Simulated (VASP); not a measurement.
Input:

```xyz
1
Lattice="0.0000 2.0810 2.0810 2.0810 0.0000 2.0810 2.0810 2.0810 0.0000" Properties=species:S:1:pos:R:3 pbc="T T T"
Al     0.0000     0.0000     0.0000
```

Computed with vdW-DF2, VASP's PBE PAW potentials (set 64) (plane waves; VASP). Run with 520 eV cut-off, 15×15×15 Γ-centred mesh, first-order Methfessel-Paxton smearing of 0.10 eV, potentials Al.

Give the stress tensor in GPa (positive for a compressed cell).

```
-2.85   0.00   0.00
 0.00  -2.85   0.00
 0.00   0.00  -2.85
```
The pressure is its mean diagonal, -2.85 GPa.

The compound is Al in the fcc structure. This cell is one point of a volume scan, at 1.06 of the reference volume.
